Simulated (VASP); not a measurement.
VN (rock salt): the lattice constant a from VASP (plane waves, PAW) at several levels of theory. Static lattice.  The measured value holds thermal and zero-point effects that the static calculation lacks.

```tsv
level	lattice constant a (Å)	error against measurement
LDA	4.048	-2.1 %
PBE	4.121	-0.4 %
PBEsol	4.077	-1.4 %
```

Measured: 4.136 Å (as given by Friedrich, Winkler, Juarez-Arellano, Bayarjargal, Materials 4, 1648 (2011)).

The cell of the LDA run:

Space group Fm-3m (No. 225); a = b = c = 4.048 Å, α = β = γ = 90.00°

```
atom  site  symmetry       x       y       z
----  ----  --------  ------  ------  ------
V       4a      m-3m  0.0000  0.0000  0.0000
N       4b      m-3m  0.5000  0.5000  0.5000
```
(The calculation used a cell of 2 atoms; values per cell refer to that cell.)

Only levels that ran to the end are used. Left out are those held back, those with too coarse a band path, GW runs whose mesh misses a band edge, hybrids' fits of cells that aren't cubic and levels without matching references; a question may draw on a part of the rest.

The compound is VN in the rock salt structure, which distorts at low temperature.
